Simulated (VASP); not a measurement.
Here is the system:

```
CELL_PARAMETERS angstrom
      0.00000     2.48074     2.48074
      2.48074     0.00000     2.48074
      2.48074     2.48074     0.00000
ATOMIC_POSITIONS crystal
  Li 0.00000 0.00000 0.00000
  Cl 0.50000 0.50000 0.50000
```

Calculation: LDA (Ceperley-Alder, Perdew-Zunger), VASP's LDA PAW potentials (set 64) (plane waves; VASP). Settings: 520 eV cut-off, 8×8×8 Γ-centred mesh, Gaussian smearing of 0.050 eV, potentials Li_sv Cl.

Q: Predict the energy per atom (σ→0), band gap (on the k-mesh) with the smallest direct gap where there is one.

A: 
```
Property                                      Value
-----------------------------------  --------------
band gap (on the k-mesh)                    6.51 eV
smallest direct gap (on the k-mesh)         6.63 eV
energy per atom (σ→0)                -4.048 eV/atom
```

Only differences to runs with the same potentials and settings are physical.

The compound is LiCl in the rock salt structure. It was relaxed first, which changed the volume by -10 %. The start is the result of an earlier pass.
